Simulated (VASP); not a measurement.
These are RPBE GGA, VASP's PBE PAW potentials (set 64) (plane waves; VASP) values and carry that method's errors.

A VASP calculation is set up with these files.

KPOINTS:
```
K-points
0
gamma
 8 8 8
```

INCAR:
```
GGA = RP
SIGMA = 0.05   ! width (eV)
LASPH = .TRUE.
LREAL = .FALSE.   ! projection in real space or not
PREC = Accurate
NELM = 100   ! most electronic steps
LMAXMIX = 4   ! l cut-off of mixed one-centre charges
LCHARG = .FALSE.
SYSTEM = CdS
LWAVE = .FALSE.
ISMEAR = 0   ! Gaussian
ALGO = Normal   ! blocked Davidson
ISIF = 2   ! forces and stress, cell fixed
EDIFF = 1E-7   ! SCF stop (eV)
ENCUT = 520   ! plane-wave cut-off (eV)
```

**POSCAR**
```
CdS
1
    0.0000000000     2.9462471885     2.9462471885
    2.9462471885     0.0000000000     2.9462471885
    2.9462471885     2.9462471885     0.0000000000
Cd S
1 1
Direct
  0.0000000000   0.0000000000   0.0000000000
  0.2500000000   0.2500000000   0.2500000000
```

POTCAR, in this order: Cd S (PBE.64 set). Program: vasp_std.

Task: What does the run give for the energy per atom (σ→0), pressure, band gap (on the k-mesh)?

Result: 
The energy per atom (σ→0) comes out as -265.0 kJ/mol of atoms and the band gap (on the k-mesh) is 1.27 eV. The pressure is 3.42 GPa.

File OSZICAR:
```
...
DAV:   9    -0.549341122132E+01   -0.36084E-03   -0.30686E-03   859   0.891E-01    0.819E-02
DAV:  10    -0.549382799771E+01   -0.41678E-03   -0.47206E-04   779   0.210E-01    0.886E-02
DAV:  11    -0.549407706600E+01   -0.24907E-03   -0.49505E-04   759   0.193E-01    0.238E-02
DAV:  12    -0.549406111829E+01    0.15948E-04   -0.54787E-05   932   0.117E-01    0.132E-02
DAV:  13    -0.549406684625E+01   -0.57280E-05   -0.14904E-05   759   0.257E-02    0.124E-02
DAV:  14    -0.549406649500E+01    0.35125E-06   -0.15478E-06   834   0.109E-02    0.764E-03
DAV:  15    -0.549406644217E+01    0.52832E-07   -0.21522E-07   830   0.339E-03
   1 F= -.54940664E+01 E0= -.54940664E+01  d E =-.277204E-11
```

The compound is CdS in the zinc blende structure, a metastable form; wurtzite is the usual one. This cell is one point of a volume scan, at 0.94 of the reference volume.
